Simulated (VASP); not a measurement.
Data:

```
CELL_PARAMETERS angstrom
      3.99000     0.00000     0.00000
      0.00000     3.99000     0.00000
      0.00000     0.00000     3.99000
ATOMIC_POSITIONS crystal
  K  0.00000 0.00000 0.00000
  Mg 0.50000 0.50000 0.50000
  F  0.50000 0.00000 0.50000
  F  0.00000 0.50000 0.50000
  F  0.50000 0.50000 0.00000
```

These are PBE GGA, VASP's PBE PAW potentials (set 64) (plane waves; VASP 6.6.1) values and carry that method's errors. Run with 400 eV cut-off, 4×4×4 Γ-centred mesh, Fermi-Dirac smearing of 0.050 eV, potentials K_sv Mg F.

### Question
Give the energies of bands 8 to 17 at the high-symmetry points, in eV from the valence-band maximum.

### Answer

```csv
band,Γ,X,M,R
8,-2.42,-2.28,-3.09,-3.87
9,-2.42,-2.28,-2.13,-1.66
10,-2.42,-2.17,-1.88,-1.66
11,-0.64,-1.44,-1.13,-1.66
12,-0.64,-0.86,-1.03,-1.12
13,-0.64,-0.86,-1.03,-1.12
14,-0.33,-0.86,-0.89,0.00
15,-0.33,-0.54,-0.89,0.00
16,-0.33,-0.54,-0.03,0.00
17,7.30,10.12,10.94,10.46
```

The gap is indirect, 7.30 eV, from the valence maximum at R to the conduction minimum at Γ.

The structure is a typed KMgF3 crystal (Pm-3m). The cell was not relaxed at this level.
